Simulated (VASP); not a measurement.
Level of theory: r2SCAN meta-GGA, VASP's PBE PAW potentials (set 64) (plane waves; VASP 6.6.1).

Input for VASP

File KPOINTS:
```
kpoints
0
G
 19 19 10
```

File POSCAR:
```
Ni
1
    2.4381108275     0.0000000000     0.0000000000
   -1.2190554138     2.1114660891     0.0000000000
    0.0000000000     0.0000000000     4.0812894119
Ni
2
Direct
  0.3333330000   0.6666670000   0.2500000000
  0.6666670000   0.3333330000   0.7500000000
```

### KPOINTS_OPT
```
k-points along high-symmetry lines
6
Line-mode
Reciprocal
  0.000000   0.000000   0.000000 ! GAMMA
  0.500000   0.000000   0.000000 ! M

  0.500000   0.000000   0.000000 ! M
  0.333333   0.333333   0.000000 ! K

  0.333333   0.333333   0.000000 ! K
  0.000000   0.000000   0.000000 ! GAMMA

  0.000000   0.000000   0.000000 ! GAMMA
  0.000000   0.000000   0.500000 ! A

  0.000000   0.000000   0.500000 ! A
  0.500000   0.000000   0.500000 ! L

  0.500000   0.000000   0.500000 ! L
  0.333333   0.333333   0.500000 ! H

  0.333333   0.333333   0.500000 ! H
  0.000000   0.000000   0.500000 ! A

  0.500000   0.000000   0.500000 ! L
  0.500000   0.000000   0.000000 ! M

  0.333333   0.333333   0.500000 ! H
  0.333333   0.333333   0.000000 ! K
```

### INCAR
```
SYSTEM = Ni
PREC = Accurate; ENCUT = 400; LREAL = F
LASPH = T
EDIFF = 1E-7; NELM = 100; ALGO = Normal
LMAXMIX = 4; LMIXTAU = T
ISMEAR = -5
METAGGA = R2SCAN
MAGMOM = 0.7 0.7
ISPIN = 2
ISIF = 2
LWAVE = F; LCHARG = F; LORBIT = 11
NEDOS = 601
```

POTCAR, in this order: Ni (PBE.64 set). Program: vasp_std.

Problem. Predict the energy per atom (σ→0), cell moment, band gap (over mesh and band path).

Solution. 
```
Item                                                                  Result
----------------------------------  ----------------------------------------
energy per atom (σ→0)                                -1148.1 kJ/mol of atoms
cell moment                                                          1.36 μB
band gap (over mesh and band path)  none (metal, semimetal or under 0.01 eV)
```

File OSZICAR:
```
...
DAV:  16    -0.237980769856E+02   -0.44438E-04   -0.72975E-06 18947   0.590E-02    0.695E-03
DAV:  17    -0.237980725298E+02    0.44558E-05   -0.80935E-07 16633   0.163E-02    0.314E-03
DAV:  18    -0.237980745838E+02   -0.20539E-05   -0.12222E-07  8280   0.811E-03    0.896E-04
DAV:  19    -0.237980758779E+02   -0.12942E-05   -0.45339E-08  7648   0.335E-03    0.414E-04
DAV:  20    -0.237980770650E+02   -0.11871E-05   -0.17794E-08  7564   0.262E-03    0.246E-04
DAV:  21    -0.237980770679E+02   -0.29290E-08   -0.22866E-09  7585   0.594E-04
   1 F= -.23798077E+02 E0= -.23798077E+02  d E =0.000000E+00  mag=     1.3600
       N       E                     dE             ncg
```

The structure was generated: Ni was put into the hcp type (P6_3/mmc), which need not be its known phase. It was relaxed first.
